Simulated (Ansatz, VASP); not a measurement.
# B2P4O13 (borophosphate glass) in two plane-wave programs

One calculation is typed for both programs; each brings its own data sets. How far apart do they land? Of the first pair: The structure shown is the start of the Ansatz relaxation below; VASP solves that cell, so the two are compared at the walk's first step.

Method: plane waves, with VASP 6.6.1 beside it; single point at PBE, in Ansatz 0.2.0.

## (1) The starting structure

The cell holds 38 atoms: 8 P, 4 B and 26 O. Its edges and angles: a = 7.990 Å, b = 7.990 Å, c = 7.990 Å, α = 90.0°, β = 90.0°, γ = 90.0°. As first built, before any earlier steps moved the atoms (in the runner's words): kind borophosphate glass; units_of_the_quenched_model {'P2O5': 4, 'B2O3': 2}; melt_K 3000; rate_K_ps 10; atoms 38.

## (2) Ansatz: relaxation, PBE

Ansatz runs on its PAW soft_1 files.

The two programs are compared at the cell with which this relaxation starts, whose forces are those of its first step.

Input file input.yaml:

```yaml
crystal:
  lattice:
    - [7.9896, 0.0, 0.0]
    - [0.0, 7.9896, 0.0]
    - [0.0, 0.0, 7.9896]
  atoms:
    - { symbol: P, position: [0.502008, 0.528349, 0.483406] }
    - { symbol: P, position: [0.8911, 0.27543, 0.109132] }
    - { symbol: P, position: [0.86417, 0.520317, 0.630426] }
    - { symbol: P, position: [0.095849, 0.606107, 0.034054] }
    - { symbol: P, position: [0.544366, 0.268361, 0.914768] }
    - { symbol: P, position: [0.866643, 0.127859, 0.593302] }
    - { symbol: P, position: [0.543656, 0.886534, 0.971156] }
    - { symbol: P, position: [0.223679, 0.968643, 0.516562] }
    - { symbol: B, position: [0.262171, 0.672926, 0.714222] }
    - { symbol: B, position: [0.895107, 0.922481, 0.052382] }
    - { symbol: B, position: [0.338478, 0.741828, 0.244534] }
    - { symbol: B, position: [0.524089, 0.198535, 0.54912] }
    - { symbol: O, position: [0.041533, 0.057539, 0.516182] }
    - { symbol: O, position: [0.537749, 0.793916, 0.804821] }
    - { symbol: O, position: [0.850835, 0.577113, 0.813527] }
    - { symbol: O, position: [0.213297, 0.620065, 0.190836] }
    - { symbol: O, position: [0.41942, 0.385708, 0.994575] }
    - { symbol: O, position: [0.00461, 0.60834, 0.535449] }
    - { symbol: O, position: [0.68419, 0.109781, 0.516428] }
    - { symbol: O, position: [0.01028, 0.424833, 0.055241] }
    - { symbol: O, position: [0.995716, 0.779106, 0.049506] }
    - { symbol: O, position: [0.22745, 0.837039, 0.66135] }
    - { symbol: O, position: [0.894031, 0.321666, 0.633081] }
    - { symbol: O, position: [0.497437, 0.078401, 0.945303] }
    - { symbol: O, position: [0.855353, 0.03689, 0.764877] }
    - { symbol: O, position: [0.721224, 0.895332, 0.054427] }
    - { symbol: O, position: [0.26025, 0.873404, 0.350312] }
    - { symbol: O, position: [0.951421, 0.086959, 0.086736] }
    - { symbol: O, position: [0.687863, 0.552347, 0.546178] }
    - { symbol: O, position: [0.856161, 0.301497, 0.296098] }
    - { symbol: O, position: [0.412213, 0.817606, 0.096004] }
    - { symbol: O, position: [0.469308, 0.65577, 0.340633] }
    - { symbol: O, position: [0.495084, 0.338921, 0.434306] }
    - { symbol: O, position: [0.551314, 0.278798, 0.718826] }
    - { symbol: O, position: [0.190148, 0.617021, 0.863259] }
    - { symbol: O, position: [0.363204, 0.568061, 0.616587] }
    - { symbol: O, position: [0.723557, 0.287902, 0.000808] }
    - { symbol: O, position: [0.373787, 0.092901, 0.550736] }
  symmetry: { detect: false }
kpoints:
  mp_grid: { grid: [2, 2, 2] }
scf:
  occupations: { method: fermi_dirac, width: 0.05 }
hamiltonian:
  xc: pbe
  pseudopotentials: { kind: paw, azcp: { folder: soft_1 } }
output:
  forces: true
  stress: true
relax:
  f_tol: 0.04
  max_steps: 100
  escape_saddle: false
  cell: { stress_tol: 0.4, fix: [] }
```

Launch:

```bash
> ansatz run input.yaml --threads 4 --pin off --max-ram 14336MiB --backend cpu --events-out ev --progress --plain --runs-dir out
```

Numbers of over 12 decimals in the logs are rounded to 6 here.

The log of the run:

```text
Engine: ansatz 0.2.0, aarch64-unknown-linux-gnu
Pseudopotentials: kind: paw
Pseudopotential: P, paw, valence charge 5, recommended cutoff 420 eV (normal), soft_1/P.paw.azcp
Pseudopotential: B, paw, valence charge 3, recommended cutoff 420 eV (normal), soft_1/B.paw.azcp
Pseudopotential: O, paw, valence charge 6, recommended cutoff 420 eV (normal), soft_1/O.paw.azcp
Functional definition: PBE
  parameter kappa = 0.804
  parameter beta = 0.066725
  exchange = pbe_x(kappa = kappa, mu = beta*pi^2/3)
  correlation = pbe_c(beta = beta)
Crystal: 38 atoms, lattice volume = 510.006 Å³
Basis set: ecut = 420 eV, 9939 PW (Γ), exchange–correlation on 108×108×108 points (8 copies of the dense FFT grid, shifted against one another)
Bands: 142, of which v1, the nominal top of the filled ones, is band 104 counted from 1 (103 counted from 0)
Symmetry: 1 space group operations
k-points: 8
Non-local potential: P, projectors of the file, l = 0: 2, l = 1: 2, l = 2: 1
Non-local potential: B, projectors of the file, l = 0: 2, l = 1: 2, l = 2: 1
Non-local potential: O, projectors of the file, l = 0: 2, l = 1: 2, l = 2: 1
PAW form: soft (Blöchl's): semilocal exchange-correlation on the pseudo side does not see the compensation charge
PAW one-centre angular grid: P, 110 points (default); XC on 64 Gauss nodes
PAW one-centre angular grid: B, 110 points (default); XC on 64 Gauss nodes
PAW one-centre angular grid: O, 110 points (default); XC on 64 Gauss nodes
Initial density: superposition of atomic densities (chi_scale 0.1, normalization cell, long waves kept (reshape's long-wave potential 0.07 eV rms))
Initial wavefunctions: pseudopotential atomic-orbital guess
Functional: x = pbe(κ = 0.804, μ = 0.219515), c = pbe(β = 0.066725)
SCF iter   1: F=—  HF=-21450.496109 eV  |F-HF|=—  |Δ(HF+E_count)|=         —  Δρ=1.22e-1  dr2=6.88e1  ethr=3.10e-3  ⟨swp⟩=7.6  Hψ=5598  notcnv=0  defer=171
preconditioner: auto → Resta (q_TF=auto, 2.349 Å⁻¹)  ε∞=2.8  [insulator: Δε(μ)=5.308 eV  Ē_g=17.538 eV  σ=0.050 eV  W_gap=1.00  n_scr=92 (ndim 8)  ℏωp=23.7 eV  f_vac=0.176  D(μ)=0.00/eV (n_scr^D=0)  ε∞_Penn≈2.8]
SCF iter   2: F=—  HF=-21432.125418 eV  |F-HF|=—  |Δ(HF+E_count)|=    1.84e1  Δρ=4.35e-2  dr2=4.30e0  ethr=3.10e-3  ⟨swp⟩=5.0  Hψ=2879  notcnv=0  defer=260
SCF iter   3: F=—  HF=-21431.546304 eV  |F-HF|=—  |Δ(HF+E_count)|=   5.79e-1  Δρ=2.04e-2  dr2=1.33e0  ethr=2.07e-3  ⟨swp⟩=2.2  Hψ=1442  notcnv=0  defer=256
SCF iter   4: F=—  HF=-21431.501336 eV  |F-HF|=—  |Δ(HF+E_count)|=   4.50e-2  Δρ=1.03e-2  dr2=4.13e-1  ethr=6.41e-4  ⟨swp⟩=3.9  Hψ=1660  notcnv=0  defer=256
SCF iter   5: F=—  HF=-21431.426073 eV  |F-HF|=—  |Δ(HF+E_count)|=   7.53e-2  Δρ=1.73e-3  dr2=1.58e-2  ethr=1.98e-4  ⟨swp⟩=2.5  Hψ=2057  notcnv=0  defer=251
SCF iter   6: F=—  HF=-21431.432875 eV  |F-HF|=—  |Δ(HF+E_count)|=   6.80e-3  Δρ=8.88e-4  dr2=3.72e-3  ethr=7.60e-6  ⟨swp⟩=3.0  Hψ=1725  notcnv=0  defer=251
SCF iter   7: F=—  HF=-21431.433062 eV  |F-HF|=—  |Δ(HF+E_count)|=   1.88e-4  Δρ=3.90e-4  dr2=6.91e-4  ethr=1.79e-6  ⟨swp⟩=2.0  Hψ=1557  notcnv=0  defer=251
SCF iter   8: F=—  HF=-21431.433006 eV  |F-HF|=—  |Δ(HF+E_count)|=   5.64e-5  Δρ=9.99e-5  dr2=5.20e-5  ethr=3.32e-7  ⟨swp⟩=2.0  Hψ=1549  notcnv=0  defer=251
SCF iter   9: F=—  HF=-21431.433504 eV  |F-HF|=—  |Δ(HF+E_count)|=   4.98e-4  Δρ=6.91e-5  dr2=2.04e-5  ethr=2.50e-8  ⟨swp⟩=3.1  Hψ=1954  notcnv=0  defer=251
SCF iter  10: F=—  HF=-21431.433501 eV  |F-HF|=—  |Δ(HF+E_count)|=   3.33e-6  Δρ=1.49e-5  dr2=1.15e-6  ethr=9.82e-9  ⟨swp⟩=2.0  Hψ=1533  notcnv=0  defer=251
[...]
SCF iter  12: F=-21431.433501 eV  HF=-21431.433501 eV  |F-HF|=4.73e-8  |Δ(HF+E_count)|=   5.59e-8  Δρ=4.26e-6  dr2=8.28e-8  ethr=4.81e-11  ⟨swp⟩=6.0  Hψ=4131  notcnv=0
SCF 1 converged in 12 iterations: F = -21431.433501 eV  dr2 = 8.28e-8
  greatest PAW one-centre occupation: 0.874 electrons in one spin orbital (limit 2), on the O atom at site 16 (counted from 0), in its partial waves of l = 0
relax step   1: F+E_penalty+E_count = -21431.43350113 eV  Δ(F+E_penalty+E_count) = +0.000e0 eV  max|allowed force component| = 5.719e0 eV/Å  Δτ_max = 0.0000 Å  P = -7.747 GPa  Ω = 510.006 Å³  (12 SCF iters, dr2 threshold 1.00e-7 eV, accepted)
Crystal: 38 atoms, lattice volume = 492.217 Å³
Basis set: ecut = 420 eV, 9633 PW (Γ), exchange–correlation on 108×108×108 points (8 copies of the dense FFT grid, shifted against one another)
Initial density: handed on by an earlier stage of this run
Initial wavefunctions: those handed on with the density
iter 1 solved again at ethr=4.09e-4 eV; its pass at ethr=3.10e-3 eV (dr2=8.50e-1 eV) is discarded
SCF iter   1: F=—  HF=-21433.510185 eV  |F-HF|=—  |Δ(HF+E_count)|=         —  Δρ=1.71e-2  dr2=8.60e-1  ethr=4.09e-4  ⟨swp⟩=5.5  Hψ=6607  notcnv=0
[...]
iter 1 solved again at ethr=3.64e-7 eV; its pass at ethr=3.10e-3 eV (dr2=7.58e-4 eV) is discarded
SCF iter   1: F=—  HF=-21436.696207 eV  |F-HF|=—  |Δ(HF+E_count)|=         —  Δρ=4.32e-4  dr2=1.05e-4  ethr=3.64e-7  ⟨swp⟩=5.0  Hψ=10622  notcnv=0
preconditioner: auto → Resta (q_TF=auto, 2.378 Å⁻¹)  ε∞=3.1  [insulator: Δε(μ)=4.730 eV  Ē_g=17.079 eV  σ=0.050 eV  W_gap=1.00  n_scr=96 (ndim 8)  ℏωp=24.6 eV  f_vac=0.209  D(μ)=0.00/eV (n_scr^D=0)  ε∞_Penn≈3.1]
[...]
SCF converged after 6 iterations
Free energy (F): -21436.696437 eV
Harris-Foulkes:  -21436.696437 eV  (|F-HF|=4.73e-10)
Internal energy: -21436.696437 eV  (E = F + TS)
E sigma→0 (E₀):  -21436.696437 eV
Fermi energy:    5.349629 eV
--- Per-component energies (eV) ---
  E_band       = -1199.465735
  E_kinetic    = 5248.632649
  E_local      = -15443.056357  (includes V_loc(G=0)·N_el)
  E_nonlocal   = 1630.265181
  E_hartree    = 5808.156165
  E_xc         = -2583.678742
  E_vxc        = -3028.173286  (∫ρ·V_xc dr)
  E_paw        = -9026.376034  (= ΣΔE_a)
  E_vpaw       = -1223.464227  (= ΣTr[D̂ρ^β])
  E_aug_tail   = 0.020669  (compensation charges beyond the density's cutoff)
  E_ewald      = -7070.659969
  E_smearing   = -0.000000  (= −TS)
  E_closure    = 0.000000  (closes the sum)
  Σ components = -21436.696437   (vs F -21436.696437, Δ=0.00e0)
--- Forces (eV/Å), atoms counted from 1 ---
  atom   1  P      0.00816362     0.01876889    -0.00605110
  atom   2  P      0.00775041     0.01482406    -0.00785643
  atom   3  P     -0.01359125    -0.00824051     0.01663327
  atom   4  P      0.02527644    -0.00521154    -0.01031299
  atom   5  P      0.01680796    -0.00482196    -0.01518672
  atom   6  P     -0.02991682    -0.00132527     0.00821829
  atom   7  P      0.02450893    -0.00960937    -0.00569663
  atom   8  P      0.00617732     0.00834920    -0.00168745
  atom   9  B     -0.00356405    -0.00571933    -0.00563969
  atom  10  B     -0.00975908    -0.00666426    -0.00429621
  atom  11  B      0.00199671    -0.00244619    -0.00681898
  atom  12  B     -0.01306755     0.01296784     0.01982464
  atom  13  O     -0.00057377    -0.00505549    -0.00433075
  atom  14  O      0.00053215    -0.00141919     0.00216383
  atom  15  O      0.01035469    -0.00648145    -0.01128444
  atom  16  O     -0.00218248     0.00474862     0.00411155
  atom  17  O     -0.00479166    -0.00261283    -0.00815702
  atom  18  O      0.01738317     0.00398493    -0.00656219
  atom  19  O      0.01843768    -0.00433447     0.00142258
  atom  20  O     -0.02151145    -0.00295836    -0.00292860
  atom  21  O     -0.00349615     0.00412703     0.00727589
  atom  22  O      0.00074190    -0.00702463    -0.00390699
  atom  23  O     -0.01475441     0.01824083     0.00959804
  atom  24  O     -0.00388666     0.00555901     0.00334009
[...]
atom  31  O     -0.00730461    -0.00577777     0.01289308
  atom  32  O      0.00510216    -0.00554409     0.00829170
  atom  33  O      0.00681411    -0.00984764     0.00791131
  atom  34  O      0.00002604     0.01025282    -0.01067676
  atom  35  O     -0.00517100    -0.00163199     0.01193237
  atom  36  O     -0.00215146    -0.00360833     0.00168012
  atom  37  O     -0.01636508     0.00188391     0.01354259
  atom  38  O      0.01127602     0.01402770    -0.00003366
  max |Σ_I F_I| component: 2.23e-5 eV/Å
--- Stress (GPa, compression-positive) ---
       -0.306190      -0.008212      -0.033549
       -0.008213      -0.228429      -0.038528
       -0.033548      -0.038529       0.224104
  P = ⅓ Tr σ = -0.1035 GPa (-1.035 kbar)
--- Relaxed structure (20 steps of the walk, 18 accepted, 1 SCFs on fresh bases) ---
  F+E_penalty+E_count = -21436.69643725 eV   max|allowed force component| = 2.992e-2 eV/Å   (the final SCF, on the basis selected at the relaxed cell)
  cell:  # Å, volume = 473.8817 Å³
    - [7.398935, 0.022757, -0.049519]
    - [0.022757, 7.641802, -0.040495]
    - [-0.049519, -0.040495, 8.381796]
  atoms:
    - { symbol: P, position: [0.524250, 0.535131, 0.505546] }
    - { symbol: P, position: [0.892892, 0.283572, 0.071119] }
    - { symbol: P, position: [0.910177, 0.511223, 0.594672] }
    - { symbol: P, position: [0.111965, 0.623930, 0.00204544] }
    - { symbol: P, position: [0.520669, 0.284598, 0.943577] }
    - { symbol: P, position: [0.847626, 0.094883, 0.631756] }
    - { symbol: P, position: [0.521535, 0.914473, 1.013515] }
    - { symbol: P, position: [0.194415, 0.942620, 0.516810] }
    - { symbol: B, position: [0.341237, 0.720580, 0.757771] }
    - { symbol: B, position: [0.904892, 0.954156, -0.046276] }
    - { symbol: B, position: [0.323654, 0.729793, 0.260563] }
    - { symbol: B, position: [0.481706, 0.190273, 0.602548] }
    - { symbol: O, position: [-0.014317, 0.00790677, 0.504551] }
    - { symbol: O, position: [0.446645, 0.853547, 0.851408] }
    - { symbol: O, position: [0.870528, 0.600932, 0.747175] }
    - { symbol: O, position: [0.198655, 0.622623, 0.169807] }
    - { symbol: O, position: [0.460599, 0.438374, 1.032086] }
    - { symbol: O, position: [0.072223, 0.517987, 0.495582] }
    - { symbol: O, position: [0.648097, 0.069704, 0.577350] }
    - { symbol: O, position: [0.010977, 0.441415, -0.00109966] }
    - { symbol: O, position: [1.013564, 0.799676, -0.00961367] }
    - { symbol: O, position: [0.210099, 0.813888, 0.654041] }
    - { symbol: O, position: [0.890543, 0.289519, 0.642188] }
    - { symbol: O, position: [0.457017, 0.111372, 1.038369] }
    - { symbol: O, position: [0.889691, -0.012666, 0.780206] }
    - { symbol: O, position: [0.727443, 0.915377, 0.022360] }
    - { symbol: O, position: [0.221481, 0.867465, 0.349606] }
    - { symbol: O, position: [0.995514, 0.108824, 0.029185] }
    - { symbol: O, position: [0.732425, 0.554236, 0.477295] }
    - { symbol: O, position: [0.832949, 0.309244, 0.234977] }
    - { symbol: O, position: [0.454114, 0.819057, 0.157374] }
    - { symbol: O, position: [0.431767, 0.621773, 0.365652] }
    - { symbol: O, position: [0.489458, 0.337668, 0.497569] }
    - { symbol: O, position: [0.461256, 0.245010, 0.769406] }
    - { symbol: O, position: [0.239242, 0.606030, 0.859227] }
    - { symbol: O, position: [0.472608, 0.617455, 0.666787] }
    - { symbol: O, position: [0.735805, 0.273158, -0.065568] }
    - { symbol: O, position: [0.315351, 0.099480, 0.549584] }
```

The column dr2 measures how far the density is from self-consistency, as an energy; F and HF (Harris–Foulkes) agree once it is small.

## (3) VASP: single point, PBE, start cell, pair 1

The same cell, functional, mesh and smearing now go to VASP, with its own data sets.

Lines of VASP's logs that name or quote its potential files are left out, and so is its time.

Input file INCAR:

```
SYSTEM = B2P4O13
PREC = Accurate
ENCUT = 520
EDIFF = 1E-06
NELM = 120
ISMEAR = -1
SIGMA = 0.05
LREAL = Auto
ALGO = Normal
GGA = PE
NBANDS = 132
LORBIT = 11
LWAVE = .FALSE.
LCHARG = .FALSE.
ISIF = 2
LASPH = .TRUE.
GGA_COMPAT = .FALSE.
EFERMI = MIDGAP
KPAR = 4
```

Input file POSCAR:

```
B2P4O13
1.0
    7.9896000000      0.0000000000      0.0000000000
    0.0000000000      7.9896000000      0.0000000000
    0.0000000000      0.0000000000      7.9896000000
P B O
8 4 26
Direct
    0.5020079854      0.5283489787      0.4834060529
    0.8911000551      0.2754300591      0.1091319966
    0.8641700461      0.5203170371      0.6304260539
    0.0958489787      0.6061069390      0.0340540202
    0.5443660509      0.2683609943      0.9147679483
    0.8666430109      0.1278589667      0.5933020427
    0.5436560028      0.8865339942      0.9711560028
    0.2236790327      0.9686429859      0.5165620306
    0.2621709472      0.6729260539      0.7142219886
    0.8951070141      0.9224809753      0.0523819716
    0.3384780214      0.7418280014      0.2445340192
    0.5240889406      0.1985349705      0.5491199810
    0.0415329929      0.0575390508      0.5161820366
    0.5377489486      0.7939159658      0.8048210173
    0.8508349604      0.5771129969      0.8135269600
    0.2132970361      0.6200649594      0.1908359618
    0.4194199960      0.3857080455      0.9945749474
    0.0046099930      0.6083399670      0.5354489586
    0.6841899469      0.1097809653      0.5164279814
    0.0102799890      0.4248330329      0.0552409382
    0.9957160559      0.7791059628      0.0495059828
    0.2274500601      0.8370390257      0.6613500050
    0.8940309903      0.3216660409      0.6330810053
    0.4974370432      0.0784010464      0.9453030189
    0.8553529588      0.0368899569      0.7648769651
    0.7212239662      0.8953320567      0.0544270051
    0.2602499499      0.8734040503      0.3503120306
    0.9514209723      0.0869590468      0.0867360068
    0.6878629719      0.5523470512      0.5461780314
    0.8561610093      0.3014969460      0.2960980525
    0.4122130019      0.8176060128      0.0960040553
    0.4693079754      0.6557700010      0.3406329478
    0.4950839842      0.3389209723      0.4343059728
    0.5513139581      0.2787980625      0.7188259738
    0.1901479423      0.6170210023      0.8632589867
    0.3632040403      0.5680609793      0.6165869380
    0.7235569991      0.2879020226      0.0008080505
    0.3737870482      0.0929010213      0.5507359567
```

Input file KPOINTS:

```
Automatic mesh
0
Gamma
2 2 2
0 0 0
```

Potentials, in the order of the species: P, B and O (PBE family, release 64).

Launch:

```bash
> mpirun -np 4 vasp_std
```

The log of the run:

```text
[banner, memory and clock lines left out]
running    4 mpi-ranks, on    1 nodes
[...]
LDA part: xc-table for (Slater+PW92), standard interpolation
 POSCAR, INCAR and KPOINTS ok, starting setup
[...]
entering main loop
       N       E                     dE             d eps       ncg     rms          rms(c)
DAV:   1     0.147827981867E+04    0.14783E+04   -0.11030E+05  2120   0.146E+03
DAV:   2    -0.186586860792E+03   -0.16649E+04   -0.16182E+04  2568   0.349E+02
DAV:   3    -0.307081582023E+03   -0.12049E+03   -0.11956E+03  2552   0.100E+02
DAV:   4    -0.309321234358E+03   -0.22397E+01   -0.22291E+01  2600   0.141E+01
[...]
DAV:  15    -0.272801357248E+03    0.59514E-05   -0.22940E-05  2384   0.187E-02    0.111E-02
DAV:  16    -0.272801355325E+03    0.19231E-05   -0.52549E-06  2336   0.103E-02    0.438E-03
DAV:  17    -0.272801355024E+03    0.30105E-06   -0.12901E-06  1512   0.504E-03
   1 F= -.27280136E+03 E0= -.27280136E+03  d E =-.313703E-08
```

From OUTCAR (step 3):

```text
  Total      -28.4302307    -27.4328628    -22.8141423      1.3435471     -3.6291438      0.6664213
  in kB      -89.3132423    -86.1800227    -71.6703653      4.2207378    -11.4009133      2.0935547
  external PRESSURE =     -82.3878768 kB  Pullay stress =       0.0000000 kB

 POSITION                                       TOTAL-FORCE (eV/Angst)
 -----------------------------------------------------------------------------------
      4.01084      4.22130      3.86222         0.139305      0.068042      0.236487
      7.11953      2.20058      0.87192        -3.173507     -0.461682      4.360790
      6.90437      4.15712      5.03685         3.218753      3.001592      2.462536
      0.76580      4.84255      0.27208         0.331333      1.614306     -0.389787
      4.34927      2.14410      7.30863        -2.318528      1.254536     -0.055896
      6.92413      1.02154      4.74025        -2.494055     -0.603960      5.611791
      4.34359      7.08305      7.75915         0.205948     -1.655066     -2.765173
      1.78711      7.73907      4.12712         1.970173     -0.854719     -0.294824
      2.09464      5.37641      5.70635         0.135408      0.377498     -0.660598
      7.15155      7.37025      0.41851        -1.671405     -0.162501     -0.777834
      2.70430      5.92691      1.95373         0.455120      0.176122     -0.356163
      4.18726      1.58622      4.38725         0.995458      0.432256      1.361762
      0.33183      0.45971      4.12409         1.887447     -0.388825     -1.609511
      4.29640      6.34307      6.43020        -0.262135      1.069291      2.148051
[...]
-----------------------------------------------------------------------------------
    total drift:                               -0.004774      0.010768     -0.021480

  FREE ENERGIE OF THE ION-ELECTRON SYSTEM (eV)
  ---------------------------------------------------
  free  energy   TOTEN  =      -272.8013550238 eV

  energy  without entropy=     -272.8013550207  energy(sigma->0) =     -272.80135502

[... 3 further parts left out ...]
[key lines of the parts left out:]
E-fermi :   2.4706
```

The run ends at a pressure of -8.24 GPa, with forces up to 6.2 eV/Å.

## (4) Side by side

Known differences besides the potentials themselves: the cutoff is 420 eV in Ansatz and 520 eV in VASP (PREC = Accurate, projectors in real space). Total energies have different zeros and are not compared.

Forces on 9 of the 38 atoms, those with the largest forces and the largest differences (eV/Å; atoms numbered as in POSCAR):

| atom | Ansatz x, y, z | VASP x, y, z |
| --- | --- | --- |
| P2 | -3.234, -0.484, 4.499 | -3.174, -0.462, 4.361 |
| P3 | 3.324, 3.078, 2.536 | 3.219, 3.002, 2.463 |
| P6 | -2.562, -0.655, 5.719 | -2.494, -0.604, 5.612 |
| P7 | 0.236, -1.713, -2.911 | 0.206, -1.655, -2.765 |
| O25 | 0.726, 1.090, -2.604 | 0.725, 1.051, -2.523 |
| O26 | 0.997, -0.114, 0.866 | 0.845, -0.110, 0.793 |
| O29 | -2.597, 0.749, -1.426 | -2.545, 0.686, -1.382 |
| O30 | 0.728, -0.318, -3.042 | 0.712, -0.308, -2.955 |
| O31 | 0.284, 0.616, 0.395 | 0.401, 0.679, 0.303 |

The forces differ by 57 meV/Å r.m.s., which is 4.1 % of the r.m.s. force of 1.379 eV/Å (both taken over all components).

[end of part 1 of 2]

[Lines on the potential files, build, host, timing and source positions are cut from VASP's logs without a mark.]

[Logs are printed without paths, hosts, clocks, repeated set-up lines and the standing remarks that a program may print on its own settings, such as how far it seeks lower states.]

[Hosts, paths, dates, database ids (printed as entryN), source tags and the programs' standing remarks are cut or masked in the printed files.]
